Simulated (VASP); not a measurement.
```yaml
crystal:
  lattice:
    - [1.65034, -5.31600, 0.00000]
    - [1.65034, 5.31600, 0.00000]
    - [0.00000, 0.00000, 4.46583]
  atoms:
    - { symbol: P, position: [0.90080, 0.09920, 0.08597] }
    - { symbol: P, position: [0.59920, 0.40080, 0.58597] }
    - { symbol: P, position: [0.09920, 0.90080, 0.91403] }
    - { symbol: P, position: [0.40080, 0.59920, 0.41403] }
```

All values below come from r2SCAN+rVV10, VASP's PBE PAW potentials (set 64) (plane waves; VASP 6.6.1). Numerical set-up: 400 eV cut-off, 11×11×8 Γ-centred mesh, tetrahedra with Blöchl corrections, potentials P.

The cores are frozen, which limits the accuracy of field gradients.

Task: Give the principal components of the electric field gradient (V/Å²) and the asymmetry η at each nucleus.

Result: 
```json
[
 {"atom": "P1", "Vxx": "43.2", "Vyy": "36.8", "Vzz": "-80.0", "η": "0.08"},
 {"atom": "P2", "Vxx": "43.2", "Vyy": "36.8", "Vzz": "-80.0", "η": "0.08"},
 {"atom": "P3", "Vxx": "43.2", "Vyy": "36.8", "Vzz": "-80.0", "η": "0.08"},
 {"atom": "P4", "Vxx": "43.2", "Vyy": "36.8", "Vzz": "-80.0", "η": "0.08"}
]
```

The structure comes from a measured P entry (Cmce) of the Crystallography Open Database, whose conditions weren't checked. It was relaxed first.
